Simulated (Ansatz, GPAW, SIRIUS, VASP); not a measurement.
## One calculation of NbTe, 5 ways

```xyz
2
Lattice="3.7030 0.0000 0.0000 -1.8515 3.2069 0.0000 0.0000 0.0000 3.6942" Properties=species:S:1:pos:R:3 pbc="T T T"
Te    1.8515    1.0690    0.0000
Nb    0.0000    0.0000    1.8471
```

The cell comes from a database or a generator and needn't be the stable form of this composition.

Alike in all runs: task single point; functional PBEsol; k mesh 8 × 8 × 7; occupations fermi-dirac, width 0.05 eV; no spin polarisation; no spin-orbit coupling. Pressure is positive in compression and, in plane waves, holds the error of the finite cutoff, which Ansatz's Pulay term estimates and takes out.

| program and potentials | plane-wave cutoff (eV) | notes | pressure (GPa) |
| --- | --- | --- | --- |
| Ansatz, Ansatz PAW | 420 | potentials made for PBE, which Ansatz adapts in part; 14.5 valence electrons an atom on average; Pulay term of +0.03 GPa included | -5.25 |
| VASP, PBE PAW files Nb_sv, Te, 520 eV | 520 | potentials made for PBE; 9.5 valence electrons an atom on average | ? |
| SIRIUS, PseudoDojo 0.4.1 PBEsol standard (scalar relativistic) | 1127 | 14.5 valence electrons an atom on average | -4.85 |
| GPAW, PAW data sets generated for this functional | 600 | 9.5 valence electrons an atom on average | -6.12 |
| Ansatz, all-electron LAPW, scalar-relativistic | - | - | -5.25 |

Problem. Estimate from the other rows what the run with VASP, PBE PAW files Nb_sv, Te, 520 eV gave.

Solution. Pressure -5.33 GPa. The other rows, which needn't bracket it: pressure -6.12 to -4.85.
